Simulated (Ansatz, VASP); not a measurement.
# Ge: VASP beside Ansatz, part 2 of 2

Aim: how closely do two programs agree when they are given the same cell, functional and k mesh? The structure shown is frame 250 of Ansatz's trajectory.

VASP 6.6.1 and Ansatz 0.2.0.

So far: The starting structure; Ansatz: dynamics, PBE with D3(BJ).

## (3) VASP: single point, PBE with D3(BJ)

Level of this step: PBE with D3(BJ); plane waves and PAW (Ge_d) (VASP).

The same cell, functional, mesh and smearing now go to VASP, with its own data sets.

Lines of VASP's logs that name or quote its potential files are left out, and so is its time.

File INCAR:

```
SYSTEM = Ge
PREC = Accurate
ENCUT = 410
EDIFF = 1E-06
NELM = 120
ISMEAR = -1
SIGMA = 0.106
LREAL = Auto
ALGO = Normal
GGA = PE
IVDW = 12
NBANDS = 392
LORBIT = 11
LWAVE = .FALSE.
LCHARG = .FALSE.
ISIF = 2
LASPH = .TRUE.
GGA_COMPAT = .FALSE.
NCORE = 2
```

File POSCAR:

```
Ge
1.0
   10.1113000000      0.0000000000      0.0000000000
    0.0000000000     10.1113000000      0.0000000000
    0.0000000000      0.0000000000     10.1113000000
Ge
48
Direct
    0.4439290695      0.9982395933      0.1165725475
    0.9869255190      0.3734930227      0.3956563449
    0.7408147320      0.3451979469      0.5853154392
    0.9610336950      0.6830180096      0.2627555309
    0.4785042477      0.1399028809      0.3307784360
    0.2018731518      0.1496444572      0.4211525719
    0.2451316844      0.5358559236      0.7930137569
    0.2342824365      0.5696399078      0.0666580954
    0.6529625271      0.5792034654      0.4625913582
    0.3863697052      0.2943736216      0.9482954714
    0.6880420915      0.8581883635      0.6317881974
    0.7120943894      0.9980121250      0.0865961845
    0.2218310207      0.6748588213      0.5745255308
    0.9968550038      0.4049232047      0.7152591655
    0.4517618902      0.0254072177      0.7856259828
    0.4868018949      0.4663297499      0.7649560393
    0.2183200973      0.9145411569      0.0513682711
    0.6641777022      0.1868800253      0.8785121597
    0.2222068379      0.2483360201      0.1184911930
    0.9362693224      0.7971873053      0.7705042873
    0.1105693630      0.9525876989      0.6364166823
    0.7429509559      0.8220505771      0.2730113833
    0.1911326931      0.7964554508      0.8388733397
    0.9504020255      0.6460890291      0.5570203634
    0.1830328444      0.2941164835      0.6259927012
    0.9669676501      0.6207807107      0.0228061674
    0.8800450981      0.9441713726      0.4505454294
    0.1900744711      0.7652428471      0.2835540435
    0.8869779356      0.0503100492      0.7394795921
    0.9880331906      0.3912948879      0.1171461632
    0.7244765757      0.1514839833      0.3719403044
    0.4357896611      0.4162867287      0.5148299427
    0.2352120894      0.5072938198      0.3575801331
    0.4552035841      0.7075153541      0.5545874418
    0.7446915827      0.5402272705      0.8378052278
    0.5176287916      0.7874457290      0.2716169039
    0.9654940512      0.2347967126      0.9377528112
    0.2174003343      0.0925894791      0.8586334101
    0.9721796406      0.0081987479      0.0646603305
    0.3234005519      0.9502437867      0.5145629148
    0.4454620079      0.7220337642      0.8324547783
    0.4916479582      0.3846587481      0.2560501617
    0.9978835560      0.1124187790      0.2881825285
    0.5505523523      0.2048302394      0.6032557634
    0.6779345880      0.7947247139      0.9171619871
    0.4876326486      0.6151038937      0.0957048055
    0.7340599132      0.4130032736      0.3046888135
    0.6793884070      0.3586779148      0.0743425672
```

File KPOINTS:

```
Automatic mesh
0
Gamma
1 1 1
0 0 0
```

The projector-augmented-wave data sets are Ge_d (PBE family, release 64).

Launch:

```console
> mpirun -np 8 vasp_gam
```

Numbers of over 12 decimals in the logs are rounded to 6 here.

The program printed:

```text
[banner, memory and clock lines left out]
running    8 mpi-ranks, on    1 nodes
[...]
LDA part: xc-table for (Slater+PW92), standard interpolation
 POSCAR, INCAR and KPOINTS ok, starting setup
[...]
entering main loop
       N       E                     dE             d eps       ncg     rms          rms(c)
DAV:   1     0.122459543992E+05    0.12246E+05   -0.23907E+05   808   0.492E+03
DAV:   2     0.283279141948E+04   -0.94132E+04   -0.90413E+04   784   0.111E+03
DAV:   3     0.352243450642E+03   -0.24805E+04   -0.23787E+04   784   0.304E+02
DAV:   4    -0.148290309486E+03   -0.50053E+03   -0.45976E+03   888   0.127E+02
[...]
DAV:  16    -0.201872556990E+03   -0.63266E-05   -0.66699E-05   776   0.460E-02    0.340E-03
DAV:  17    -0.201872562346E+03   -0.53560E-05   -0.59431E-05   688   0.427E-02    0.324E-03
DAV:  18    -0.201872561933E+03    0.41380E-06   -0.26753E-06   608   0.215E-02
   1 F= -.21744233E+03 E0= -.21707788E+03  d E =-.728906E+00
```

Parts of OUTCAR (step 3):

```text
 Edisp (eV)  -15.56977

  Total       5.50386    -7.73450    -5.75353    -0.23334    -0.25768    -2.23551
  in kB       8.53015   -11.98732    -8.91710    -0.36164    -0.39937    -3.46471
  external pressure =       -4.12 kB  Pullay stress =        0.00 kB

 POSITION                                       TOTAL-FORCE (eV/Angst)
 -----------------------------------------------------------------------------------
      4.48870     10.09350      1.17870         0.203010      0.501672      0.091067
      9.97910      3.77650      4.00060        -0.087551     -0.216092     -0.349268
      7.49060      3.49040      5.91830         0.799388      0.379840      0.202279
      9.71730      6.90620      2.65680        -1.043630      0.276290      0.315675
      4.83830      1.41460      3.34460        -1.109164     -0.245289     -0.183666
      2.04120      1.51310      4.25840         0.563858      0.356306     -0.453180
      2.47860      5.41820      8.01840        -0.713168     -0.176959      0.442308
      2.36890      5.75980      0.67400        -0.324918     -0.003520     -0.025985
      6.60230      5.85650      4.67740         0.627781      0.258848      0.757809
      3.90670      2.97650      9.58850         0.740984      0.305416     -0.437307
      6.95700      8.67740      6.38820         0.013646      0.101085     -0.282821
      7.20020     10.09120      0.87560        -0.059203     -0.655326     -0.301964
      2.24300      6.82370      5.80920        -1.580697     -0.166168     -0.572150
     10.07950      4.09430      7.23220        -1.293805      0.808666      0.698025
[...]
-----------------------------------------------------------------------------------
    total drift:                                0.012342      0.004697      0.012782

  FREE ENERGIE OF THE ION-ELECTRON SYSTEM (eV)
  ---------------------------------------------------
  free  energy   TOTEN  =      -217.4423334341 eV

  energy  without entropy=     -216.7134271066  energy(sigma->0) =     -217.07788027

[... 3 further parts left out ...]
[key lines of the parts left out:]
E-fermi :   5.6335
```

The gap is under twice the smearing width, so the edge states are partly filled and the run can't tell a small gap from a semimetal.

## (4) Side by side

Known differences besides the potentials themselves: the cutoff is 420 eV in Ansatz and 410 eV in VASP (PREC = Accurate, projectors in real space). Total energies have different zeros and are not compared.

Forces on 9 of the 48 atoms, those with the largest forces and the largest differences (eV/Å; atoms numbered as in POSCAR):

```tsv
atom	Ansatz x, y, z	VASP x, y, z
Ge13	-1.583, -0.166, -0.571	-1.581, -0.166, -0.572
Ge14	-1.292, 0.810, 0.697	-1.294, 0.809, 0.698
Ge20	-0.480, -0.951, 1.028	-0.481, -0.956, 1.033
Ge22	1.604, 0.271, -0.041	1.596, 0.269, -0.041
Ge25	1.179, -1.054, -0.832	1.177, -1.053, -0.832
Ge34	1.475, 0.195, -0.110	1.473, 0.197, -0.112
Ge36	-1.806, -0.400, 0.852	-1.799, -0.397, 0.855
Ge42	-1.251, -0.004, -0.083	-1.259, -0.006, -0.086
Ge48	0.187, 0.320, -1.593	0.190, 0.322, -1.597
```

The forces differ by 2.5 meV/Å r.m.s., which is 0.4 % of the r.m.s. force of 0.576 eV/Å (both taken over all components).

## (5) Results

* r.m.s. force difference (single point, PBE with D3(BJ)): 0.43 % of the r.m.s. force

**Reading.** The r.m.s. force difference is 0.43 % of the r.m.s. force (single point, PBE with D3(BJ)), within the 3 % picked in this series as the mark of a large difference. 2 further runs of this series are not shown here. Such differences can come from data sets, numerical settings and the points named under the comparisons, not from the functional's error against experiment.

[Lines on the potential files, build, host, timing and source positions are cut from VASP's logs without a mark.]

[Logs are printed without paths, hosts, clocks, repeated set-up lines and the standing remarks that a program may print on its own settings, such as how far it seeks lower states.]

[Hosts, paths, dates, database ids (printed as entryN), source tags and the programs' standing remarks are cut or masked in the printed files.]
